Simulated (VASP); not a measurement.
Level of theory: PBE GGA, VASP's PBE PAW potentials (set 64) (plane waves; VASP 6.6.1).

The input files of a VASP run:

**INCAR**
```
ALGO  =  Normal
AMIX  =  1.0
BMIX  =  0.0001
EDIFF  =  1E-6
ENCUT  =  520
GGA  =  PE
IMIX  =  1
ISIF  =  2
ISMEAR  =  0
LASPH  =  .True.
LCHARG  =  .False.
LREAL  =  .False.
LWAVE  =  .False.
NELM  =  100
PREC  =  Accurate
SIGMA  =  0.05
SYSTEM  =  SiC
```

KPOINTS:
```
Automatic mesh
0
Gamma
8 8 4
0 0 0
```

POSCAR:
```
SiC
1
    1.5400000000    -2.6673580000     0.0000000000
    1.5400000000     2.6673580000     0.0000000000
    0.0000000000     0.0000000000     5.0500000000
Si C
2 2
Direct
  0.6666670000   0.3333330000   0.5000000000
  0.3333330000   0.6666670000   0.0000000000
  0.6666670000   0.3333330000   0.8750000000
  0.3333330000   0.6666670000   0.3750000000
```

POTCAR, in this order: Si C (PBE.64 set). Program: vasp_std.

Output

**OSZICAR**
```
       N       E                     dE             d eps       ncg     rms          rms(c)
DAV:   1     0.382448036194E+02    0.38245E+02   -0.75291E+03   720   0.120E+03
DAV:   2    -0.306203174419E+02   -0.68865E+02   -0.63122E+02  1064   0.188E+02
DAV:   3    -0.337783408098E+02   -0.31580E+01   -0.31410E+01   948   0.406E+01
DAV:   4    -0.338139040295E+02   -0.35563E-01   -0.35547E-01   872   0.510E+00
DAV:   5    -0.338145036281E+02   -0.59960E-03   -0.59954E-03   944   0.635E-01    0.124E+01
DAV:   6    -0.364514901799E+02   -0.26370E+01   -0.83141E+01   836   0.589E+01    0.130E+01
DAV:   7    -0.392416919612E+02   -0.27902E+01   -0.11698E+02   876   0.656E+01    0.165E+01
DAV:   8    -0.464045001445E+02   -0.71628E+01   -0.22175E+02   804   0.945E+01    0.202E+01
DAV:   9    -0.514563695722E+02   -0.50519E+01   -0.27087E+02   864   0.976E+01    0.255E+01
DAV:  10    -0.673654791329E+02   -0.15909E+02   -0.52422E+02   780   0.145E+02    0.297E+01
DAV:  11    -0.718031678379E+02   -0.44377E+01   -0.53060E+02   836   0.131E+02    0.357E+01
DAV:  12    -0.996603392174E+02   -0.27857E+02   -0.10151E+03   724   0.197E+02    0.394E+01
DAV:  13    -0.961774649747E+02    0.34829E+01   -0.86041E+02   936   0.156E+02    0.452E+01
DAV:  14    -0.135229042849E+03   -0.39052E+02   -0.16149E+03   720   0.250E+02    0.476E+01
DAV:  15    -0.115917342117E+03    0.19312E+02   -0.11740E+03  1036   0.172E+02    0.515E+01
DAV:  16    -0.161281612922E+03   -0.45364E+02   -0.21027E+03   720   0.286E+02    0.528E+01
DAV:  17    -0.126723792604E+03    0.34558E+02   -0.13785E+03  1048   0.180E+02    0.544E+01
DAV:  18    -0.171880902520E+03   -0.45157E+02   -0.23362E+03   720   0.297E+02    0.553E+01
DAV:  19    -0.130342951003E+03    0.41538E+02   -0.14650E+03  1052   0.183E+02    0.560E+01
DAV:  20    -0.176889344865E+03   -0.46546E+02   -0.24409E+03   720   0.303E+02    0.564E+01
DAV:  21    -0.131488946348E+03    0.45400E+02   -0.14960E+03  1056   0.184E+02    0.566E+01
DAV:  22    -0.178180570681E+03   -0.46692E+02   -0.24712E+03   720   0.304E+02    0.568E+01
DAV:  23    -0.131694491841E+03    0.46486E+02   -0.15030E+03  1056   0.185E+02    0.568E+01
DAV:  24    -0.178343163468E+03   -0.46649E+02   -0.24769E+03   720   0.304E+02    0.568E+01
DAV:  25    -0.131462833441E+03    0.46880E+02   -0.15032E+03  1056   0.185E+02    0.567E+01
DAV:  26    -0.177674663558E+03   -0.46212E+02   -0.24639E+03   720   0.303E+02    0.567E+01
DAV:  27    -0.131143299984E+03    0.46531E+02   -0.15001E+03  1060   0.185E+02    0.567E+01
DAV:  28    -0.177771271746E+03   -0.46628E+02   -0.24671E+03   720   0.303E+02    0.567E+01
DAV:  29    -0.131023030332E+03    0.46748E+02   -0.14977E+03  1056   0.185E+02    0.566E+01
DAV:  30    -0.177336274005E+03   -0.46313E+02   -0.24593E+03   720   0.303E+02    0.566E+01
DAV:  31    -0.130968491614E+03    0.46368E+02   -0.14991E+03  1060   0.185E+02    0.566E+01
DAV:  32    -0.177483145638E+03   -0.46515E+02   -0.24625E+03   720   0.303E+02    0.567E+01
DAV:  33    -0.130855065551E+03    0.46628E+02   -0.14976E+03  1052   0.185E+02    0.566E+01
DAV:  34    -0.177037057320E+03   -0.46182E+02   -0.24546E+03   720   0.302E+02    0.565E+01
DAV:  35    -0.130619205616E+03    0.46418E+02   -0.14968E+03  1048   0.184E+02    0.565E+01
DAV:  36    -0.176357056436E+03   -0.45738E+02   -0.24460E+03   720   0.301E+02    0.565E+01
DAV:  37    -0.130476532996E+03    0.45881E+02   -0.14920E+03  1056   0.184E+02    0.565E+01
DAV:  38    -0.176656895333E+03   -0.46180E+02   -0.24512E+03   720   0.302E+02    0.565E+01
DAV:  39    -0.130606159539E+03    0.46051E+02   -0.14970E+03  1048   0.184E+02    0.565E+01
DAV:  40    -0.176275497869E+03   -0.45669E+02   -0.24449E+03   720   0.301E+02    0.565E+01
DAV:  41    -0.130392544231E+03    0.45883E+02   -0.14940E+03  1052   0.184E+02    0.564E+01
DAV:  42    -0.176275052064E+03   -0.45883E+02   -0.24421E+03   720   0.301E+02    0.564E+01
DAV:  43    -0.131624289833E+03    0.44651E+02   -0.14963E+03  1048   0.184E+02    0.550E+01
DAV:  44    -0.173785528102E+03   -0.42161E+02   -0.24136E+03   720   0.304E+02    0.555E+01
DAV:  45    -0.787754143238E+03   -0.61397E+03   -0.76421E+03  1076   0.185E+02    0.981E+01
DAV:  46    -0.228664488502E+04   -0.14989E+04   -0.61824E+03   800   0.317E+02    0.180E+02
DAV:  47    -0.176203061210E+05   -0.15334E+05   -0.17570E+05  1068   0.233E+02    0.125E+02
```

File stdout:
```
...
 WARNING: Sub-Space-Matrix is not hermitian in DAV            5
  0.153760277624440
 WARNING: Sub-Space-Matrix is not hermitian in DAV            6
 -0.671758966392853
 WARNING: Sub-Space-Matrix is not hermitian in DAV            7
 -0.342118227553131
 WARNING: Sub-Space-Matrix is not hermitian in DAV            8
 -2.278760353309526E-002
 WARNING: Sub-Space-Matrix is not hermitian in DAV            9
  -5.84137461484047
 WARNING: Sub-Space-Matrix is not hermitian in DAV           10
  -7.20048837137453
 WARNING: Sub-Space-Matrix is not hermitian in DAV           11
   1.92612454003348
 WARNING: Sub-Space-Matrix is not hermitian in DAV           12
  -4.89127102762794
 WARNING: Sub-Space-Matrix is not hermitian in DAV           13
 -0.272454463944592
 WARNING: Sub-Space-Matrix is not hermitian in DAV           14
   3.87317466115451
 WARNING: Sub-Space-Matrix is not hermitian in DAV           15
   2.50168072392362
 WARNING: Sub-Space-Matrix is not hermitian in DAV           16
  0.181551831853780

 -----------------------------------------------------------------------------
|                                                                             |
|     EEEEEEE  RRRRRR   RRRRRR   OOOOOOO  RRRRRR      ###     ###     ###     |
|     E        R     R  R     R  O     O  R     R     ###     ###     ###     |
|     E        R     R  R     R  O     O  R     R     ###     ###     ###     |
|     EEEEE    RRRRRR   RRRRRR   O     O  RRRRRR       #       #       #      |
|     E        R   R    R   R    O     O  R   R                               |
|     E        R    R   R    R   O     O  R    R      ###     ###     ###     |
|     EEEEEEE  R     R  R     R  OOOOOOO  R     R     ###     ###     ###     |
|                                                                             |
|     EDDAV: Call to ZHEGV failed. Returncode = 14 2 16                       |
|                                                                             |
|       ---->  I REFUSE TO CONTINUE WITH THIS SICK JOB ... BYE!!! <----       |
|                                                                             |
 -----------------------------------------------------------------------------
```

VASP stops with an error: EDDAV: Call to ZHEGV failed. Returncode = 14 2 16 ----> I REFUSE TO CONTINUE WITH THIS SICK JOB ... BYE!!! <----

The compound is SiC in the wurtzite structure, the rare 2H polytype. The cell was not relaxed at this level. The run is one of a series of settings (AMIX = 1.0, BMIX = 0.0001, IMIX = 1 against the base run), some of them coarse on purpose.
